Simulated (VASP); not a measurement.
Consider the following.

```
CsCl
1.0
    4.12000     0.00000     0.00000
    0.00000     4.12000     0.00000
    0.00000     0.00000     4.12000
Cs Cl
1 1
Cartesian
  0.00000   0.00000   0.00000
  2.06000   2.06000   2.06000
```

Calculation: TPSS meta-GGA, VASP's PBE PAW potentials (set 64) (plane waves; VASP). Numerical set-up: 520 eV cut-off, 6×6×6 Γ-centred mesh, Gaussian smearing of 0.050 eV, potentials Cs_sv Cl.

Energy and stress use the plane-wave basis of the starting cell.

The ions, cell shape and volume are relaxed. Give the cell that the relaxation ends in.

```
CsCl
1.0
    4.19837     0.00000     0.00000
    0.00000     4.19837     0.00000
    0.00000     0.00000     4.19837
Cs Cl
1 1
Direct
  0.00000   0.00000   0.00000
  0.50000   0.50000   0.50000
```
Space group Pm-3m (221), at a tolerance of 0.03 Å.

How do energy and volume change from the first to the last step?

The energy (σ→0) changes by -4.6 meV/atom and the volume by +5.8 %, in 3 ionic steps.

The compound is CsCl in the CsCl type structure. This run relaxes it. Symmetry was kept, so distortions that lower it aren't found.
